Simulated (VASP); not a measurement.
Set up this calculation in VASP 6.6.1, as the native input.

```
Task                   : relaxation of cell and atoms
Functional             : PBEsol
Potentials or basis    : VASP PAW PBE potentials, release 64 (Ta_pv)
Cutoff                 : 600 eV
k mesh                 : 23 × 23 × 23
Occupations            : fermi-dirac, width 0.05 eV
Spin                   : no spin polarisation
P gpa                  : 0
Further INCAR settings : ALGO = Normal; EDIFF = 1e-06; IBRION = 2; EDIFFG = -0.005; NSW = 60; ISIF = 3
```

The structure of Ta lies in POSCAR:

```
Ta
1.0
   -1.6515000000      1.6515000000      1.6515000000
    1.6515000000     -1.6515000000      1.6515000000
    1.6515000000      1.6515000000     -1.6515000000
Ta
1
Direct
    0.0000000000      0.0000000000      0.0000000000
```

One way to write it, as run:

INCAR

```
SYSTEM = Ta
ALGO = Normal
EDIFF = 1E-6
EDIFFG = -0.005
ENCUT = 600
GGA = PS
IBRION = 2
ISIF = 3
ISMEAR = -1
LASPH = .TRUE.
LCHARG = .FALSE.
LREAL = .FALSE.
LWAVE = .FALSE.
NELM = 100
NSW = 60
PREC = Accurate
PSTRESS = 0
SIGMA = 0.05
```

KPOINTS

```
k-points
0
G
  23 23 23
  0 0 0
```

Potentials or basis: VASP PAW PBE potentials, release 64 (Ta_pv).

Command:

```bash
$ cat potpaw_PBE.64/Ta_pv/POTCAR > POTCAR
$ mpirun -np 1 vasp_std > vasp.out
```

It gave:

The relaxed volume is 17.69 Å³/atom, the relaxed cell is a = 2.843 Å, b = 2.843 Å, c = 2.843 Å, α = 109.47°, β = 109.47°, γ = 109.47° and the space group after relaxing (to 0.05 Å) is Im-3m (No. 229). The energy gained by relaxing is 3.8 meV/atom. The ionic steps are 4. The pressure after relaxing is 0.0 GPa. The band gap on the k mesh is none (metal or under the smearing width).

Caveat: the PAW data sets were made with another functional, which shifts forces and pressure a little.

Run time: 37 s on 1 thread of Intel(R) Xeon(R) 6975P-C (Granite Rapids), with other jobs on the host, peak memory 0.21 GiB.
